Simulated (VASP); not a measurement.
Level of theory: PBEsol GGA, VASP's PBE PAW potentials (set 64) (plane waves; VASP).

The input files of a VASP run:

### KPOINTS
```
k-points along high-symmetry lines
10
Line-mode
Reciprocal
  0.000000   0.000000   0.000000 ! GAMMA
  0.500000   0.000000   0.000000 ! M

  0.500000   0.000000   0.000000 ! M
  0.333333   0.333333   0.000000 ! K

  0.333333   0.333333   0.000000 ! K
  0.000000   0.000000   0.000000 ! GAMMA

  0.000000   0.000000   0.000000 ! GAMMA
  0.000000   0.000000   0.500000 ! A

  0.000000   0.000000   0.500000 ! A
  0.500000   0.000000   0.500000 ! L

  0.500000   0.000000   0.500000 ! L
  0.333333   0.333333   0.500000 ! H

  0.333333   0.333333   0.500000 ! H
  0.000000   0.000000   0.500000 ! A

  0.500000   0.000000   0.500000 ! L
  0.500000   0.000000   0.000000 ! M

  0.333333   0.333333   0.500000 ! H
  0.333333   0.333333   0.000000 ! K
```

**INCAR**
```
SYSTEM = Au
PREC = Accurate
ENCUT = 400
EDIFF = 1E-7
NELM = 100
ALGO = Normal
LREAL = .FALSE.
LASPH = .TRUE.
ISMEAR = 0
SIGMA = 0.05
GGA = PS
LMAXMIX = 6
LWAVE = .FALSE.
LCHARG = .FALSE.
LORBIT = 11
ICHARG = 11
```

POSCAR:
```
Au
1.0
  2.8682075941   0.0000000000   0.0000000000
 -1.4341037971   2.4839411644   0.0000000000
  0.0000000000   0.0000000000   4.7665714986
Au
2
Direct
  0.3333330000   0.6666670000   0.2500000000
  0.6666670000   0.3333330000   0.7500000000
```

POTCAR, in this order: Au (PBE.64 set). Program: vasp_std. Read from the step before: CHGCAR.

What VASP printed:

File OUTCAR:
```
 ion  position               nearest neighbor table
   1  0.333  0.667  0.250-   2 2.90   2 2.90   2 2.90   2 2.90   2 2.90   2 2.90
   2  0.667  0.333  0.750-   1 2.90   1 2.90   1 2.90   1 2.90   1 2.90   1 2.90
  LATTYP: Found a hexagonal cell.
 ALAT       =     2.8682075941
 C/A-ratio  =     1.6618641930
 Subroutine PRICEL returns:
 Original cell was already a primitive cell.
 Subroutine GETGRP returns: Found 24 space group operations
The static configuration has the point symmetry D_3d.
 The point group associated with its full space group is D_6h.
The dynamic configuration has the point symmetry D_3d.
 Subroutine INISYM returns: Found 24 space group operations
   k-points           NKPTS =     90   k-points in BZ     NKDIM =     90   number of bands    NBANDS=     15
   number of dos      NEDOS =    301   number of ions     NIONS =      2
   total plane-waves  NPLWV =  12800
   dimension x,y,z NGX =    20 NGY =   20 NGZ =   32
   dimension x,y,z NGXF=    40 NGYF=   40 NGZF=   64
   ions per type =               2
   PREC   = accura    normal or accurate (medium, high low for compatibility)
   ISTART =      0    job   : 0-new  1-cont  2-samecut
   ICHARG =     11    charge: 1-file 2-atom 10-const
   ISPIN  =      1    spin polarized calculation?
   LNONCOLLINEAR =      F non collinear calculations
   LSORBIT =      F    spin-orbit coupling
   INIWAV =      1    electr: 0-lowe 1-rand  2-diag
   ENCUT  =  400.0 eV  29.40 Ry    5.42 a.u.   4.68  4.68  7.77*2*pi/ulx,y,z
   NELM   =    100;   NELMIN=  2; NELMDL= -5     # of ELM steps
   EDIFF  = 0.1E-06   stopping-criterion for ELM
   LREAL  =      F    real-space projection
   NLSPLINE    = F    spline interpolate recip. space projectors
   LMAXMIX     =    6 max onsite mixed and CHGCAR
   VOSKOWN=      0    Vosko Wilk Nusair interpolation
   EDIFFG = 0.1E-05   stopping-criterion for IOM
   NSW    =      0    number of steps for IOM
   NBLOCK =      1;   KBLOCK =      1    inner block; outer block
   IBRION =     -1    ionic relax: 0-MD 1-quasi-New 2-CG
   NFREE  =      0    steps in history (QN), initial steepest desc. (CG)
   ISIF   =      2    stress and relaxation
   ISYM   =      2    0-nonsym 1-usesym 2-fastsym
   TEIN   =    0.0    initial temperature
   TEBEG  =    0.0;   TEEND  =   0.0 temperature during run
   SMASS  =  -3.00    Nose mass-parameter (am)
   PSTRESS=    0.0 pullay stress
   NELECT =      22.0000    total number of electrons
   EFERMI =   0.00;   METHOD = LEGACY
   ISMEAR =     0;   SIGMA  =   0.05  broadening in eV -4-tet -1-fermi 0-gaus
   IALGO  =     38    algorithm
   LDIAG  =      T    sub-space diagonalisation (order eigenvalues)
   IMIX   =      4    mixing-type and parameters
     AMIX     =   0.40;   BMIX     =  1.00
     AMIX_MAG =   1.60;   BMIX_MAG =  1.00
     AMIN     =   0.10
   GGA     = PS    functional components
   VOSKOWN =     0    Vosko Wilk Nusair interpolation
   LHFCALC =     F    Hartree Fock is set to
   LHFONE  =     F    Hartree Fock one center treatment
   AEXX    =    0.0000 exact exchange contribution
   IVDW    =     0    specifies the selected vdW correction
   LEPSILON=     F    determine dielectric tensor
   LRPA    =     F    only Hartree local field effects (RPA)
  energy-cutoff  :      400.00
  volume of cell :       33.96
      direct lattice vectors                 reciprocal lattice vectors
     2.868207594  0.000000000  0.000000000     0.348649799  0.201293013  0.000000000
    -1.434103797  2.483941164  0.000000000     0.000000000  0.402586025  0.000000000
     0.000000000  0.000000000  4.766571499     0.000000000  0.000000000  0.209794398
 k-point     1 :   0.0000 0.0000 0.0000  plane waves:     627
 k-point     2 :   0.0556 0.0000 0.0000  plane waves:     612
 k-point     3 :   0.1111 0.0000 0.0000  plane waves:     618
 k-point     4 :   0.1667 0.0000 0.0000  plane waves:     618
 k-point     5 :   0.2222 0.0000 0.0000  plane waves:     618
 k-point     6 :   0.2778 0.0000 0.0000  plane waves:     618
 k-point     7 :   0.3333 0.0000 0.0000  plane waves:     606
 k-point     8 :   0.3889 0.0000 0.0000  plane waves:     612
...
```

**OSZICAR**
```
       N       E                     dE             d eps       ncg     rms          rms(c)
DAV:   1     0.101436060125E+03    0.10144E+03   -0.10366E+04  2716   0.115E+03
DAV:   2    -0.660209333919E+01   -0.10804E+03   -0.10283E+03  2952   0.255E+02
DAV:   3    -0.772878406452E+01   -0.11267E+01   -0.11226E+01  3309   0.279E+01
DAV:   4    -0.773363878669E+01   -0.48547E-02   -0.48545E-02  3281   0.189E+00
DAV:   5    -0.773368863942E+01   -0.49853E-04   -0.49852E-04  3351   0.193E-01
DAV:   6    -0.773368931209E+01   -0.67267E-06   -0.67401E-06  3442   0.216E-02
DAV:   7    -0.773368932143E+01   -0.93346E-08   -0.94470E-08  2871   0.271E-03
   1 F= -.77336893E+01 E0= -.77327150E+01  d E =-.194856E-02
```

### OUTCAR
```
 val. band max:        9.7456615720   @ k =   0.1111   0.0000   0.0000

 cond. band min:       9.8473911072   @ k =   0.4815   0.0370   0.5000



 k-point     1 :       0.0000    0.0000    0.0000
  band No.  band energies     occupation
      1      -0.6220      2.00000
      2       1.9127      2.00000
      3       4.5176      2.00000
      4       4.7461      2.00000
      5       4.7461      2.00000
      6       5.0763      2.00000
      7       5.0763      2.00000
      8       5.7154      2.00000
      9       5.7154      2.00000
     10       7.1536      2.00000
     11       7.1536      2.00000
     12       8.1711      2.00000
     13      12.1485      0.00000
     14      23.8252      0.00000
     15      25.2017      0.00000

 k-point     2 :       0.0556    0.0000    0.0000
  band No.  band energies     occupation
      1      -0.5241      2.00000
      2       1.9938      2.00000
      3       4.4644      2.00000
      4       4.7915      2.00000
      5       4.8119      2.00000
      6       5.0405      2.00000
      7       5.1375      2.00000
      8       5.6454      2.00000
      9       5.6741      2.00000
     10       6.6839      2.00000
     11       7.1721      2.00000
     12       8.7591      2.00000
     13      12.1469      0.00000
     14      23.8912      0.00000
     15      25.3356      0.00000

 k-point     3 :       0.1111    0.0000    0.0000
  band No.  band energies     occupation
      1      -0.2368      2.00000
      2       2.2215      2.00000
      3       4.3323      2.00000
      4       4.8671      2.00000
      5       4.9975      2.00000
      6       5.0054      2.00000
      7       5.3172      2.00000
      8       5.3829      2.00000
      9       5.5620      2.00000
     10       6.1080      2.00000
     11       7.2185      2.00000
     12       9.7457      1.01221
     13      12.1461      0.00000
     14      23.6556      0.00000
     15      25.2864      0.00000

...
```

The density is held fixed in this step, so its total energy and stress have no physical meaning. Unless said otherwise, spin-orbit coupling is left out, though it shifts the bands of the heavy elements here.

The structure was generated: Au was put into the hcp type (P6_3/mmc), which need not be its known phase. It was relaxed first.
